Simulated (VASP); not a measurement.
Given:

```xyz
2
Lattice="0.0000 3.0003 3.0003 3.0003 0.0000 3.0003 3.0003 3.0003 0.0000" Properties=species:S:1:pos:R:3 pbc="T T T"
Hg     0.0000     0.0000     0.0000
S      1.5001     1.5001     1.5001
```

All values below come from Hartree-Fock, VASP's PBE PAW potentials (set 64) (plane waves; VASP). Numerical set-up: 520 eV cut-off, 6×6×6 Γ-centred mesh, Gaussian smearing of 0.050 eV, potentials Hg S.

Unless said otherwise, spin-orbit coupling is left out, though it shifts the bands of the heavy elements here.

Q: Predict the energy per atom (σ→0), pressure, band gap (over the mesh, the named points and PBE's band edges) with the smallest direct gap where there is one.

A: 
The band gap (over the mesh, the named points and PBE's band edges) is 6.32 eV and the smallest direct gap (over the mesh, the named points and PBE's band edges) is 6.32 eV. The energy per atom (σ→0) comes out as -5.354 eV/atom and the pressure is 1.76 GPa.

Only differences to runs with the same potentials and settings are physical.

The compound is HgS in the zinc blende structure, metacinnabar; cinnabar is the stable form. It was relaxed first, which changed the volume by +8 %.
